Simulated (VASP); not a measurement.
Here is a VASP 6.6.1 calculation.

The input INCAR:

```
SYSTEM = As
  ALGO = Normal
  EDIFF = 1E-6
  EDIFFG = -0.01
  ENCUT = 600
  GGA = PE
  IBRION = 2
  ISIF = 3
  ISMEAR = 0
  IVDW = 12
  LASPH = .TRUE.
  LCHARG = .FALSE.
  LREAL = .FALSE.
  LWAVE = .FALSE.
  NELM = 80
  NSW = 90
  PREC = Accurate
  SIGMA = 0.03
```

KPOINTS

```
k-points
0
G
  12 12 10
  0 0 0
```

The input POSCAR:

```
As
1.0
    1.8807968987      1.0858785957      3.5140619945
   -1.8807968987      1.0858785957      3.5140619945
    0.0000000000     -2.1717571915      3.5140619945
As
2
Direct
    0.7740000000      0.7740000000      0.7740000000
    0.2260000000      0.2260000000      0.2260000000
```

Potentials or basis: VASP PAW PBE potentials, release 64 (As).

Command:

```console
$ cat potpaw_PBE.64/As/POTCAR > POTCAR
$ mpirun -np 1 vasp_std > vasp.out
```

Problem. What does it give for the band gap on the k mesh?

Solution. None (metal or under the smearing width).

Problem. Estimate the space group after relaxing (to 0.05 Å).

Solution. R-3m (No. 166).

Problem. Estimate the relaxed volume.

Solution. 20.94 Å³/atom.

Final structure:
```cif
data_structure
_symmetry_space_group_name_H-M 'P 1'
_symmetry_Int_Tables_number 1
_cell_length_a 4.0178
_cell_length_b 4.0178
_cell_length_c 4.0178
_cell_angle_alpha 56.249
_cell_angle_beta 56.249
_cell_angle_gamma 56.249
_cell_volume 41.88
loop_
_atom_site_label
_atom_site_type_symbol
_atom_site_fract_x
_atom_site_fract_y
_atom_site_fract_z
_atom_site_occupancy
As1 As 0.76949 0.76949 0.76949 1
As2 As 0.23051 0.23051 0.23051 1
```

Caveat: pairwise dispersion overbinds metals, which lowers pressure and volume.
